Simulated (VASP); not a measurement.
Here is the system:

```
KF
1.0
    0.00000     2.76000     2.76000
    2.76000     0.00000     2.76000
    2.76000     2.76000     0.00000
K F
1 1
Cartesian
  5.51999   2.76000   2.76000
  2.76000   2.76000   2.76000
```

Level of theory: TPSS meta-GGA, VASP's PBE PAW potentials (set 64) (plane waves; VASP). Numerical set-up: 520 eV cut-off, 8×8×8 Γ-centred mesh, Gaussian smearing of 0.050 eV, potentials K_sv F.

### Question
Estimate the energy per atom (σ→0), pressure, band gap (on the k-mesh) with the smallest direct gap where there is one.

### Answer

| Property | Value |
|---|---|
| band gap (on the k-mesh) | 6.26 eV |
| smallest direct gap (on the k-mesh) | 6.26 eV |
| energy per atom (σ→0) | -8.644 eV/atom |
| pressure | -1.39 GPa |

Total energies compare only between runs with the same potentials, cut-off and functional.

The compound is KF in the rock salt structure. This cell is one point of a volume scan, at 1.06 of the reference volume.
